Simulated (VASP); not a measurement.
Crystal: BN.

```
N B
1.0
     0.00000    1.81300    1.81300
     1.81300    0.00000    1.81300
     1.81300    1.81300    0.00000
N B
1 1
Direct
  0.25000 0.25000 0.25000
  0.00000 0.00000 0.00000
```

The cell is a database's computed one.

Base run:

```yaml
Program: VASP 6.6.1
Functional: r2SCAN
Potentials_or_basis: VASP PAW PBE potentials, release 64 (N, B)
Cutoff: 520 eV
k_mesh: 12 × 12 × 12
Occupations: gaussian, width 0.02 eV
Spin: no spin polarisation
```

Its results: band gap on the k mesh 4.96 eV, indirect (least direct gap 9.48 eV).

Q: The run is repeated on the same cell with these changes: functional from r2SCAN to TB-mBJ. What comes out?

A: Band gap on the k mesh 5.79 eV, indirect (least direct gap 10.25 eV).
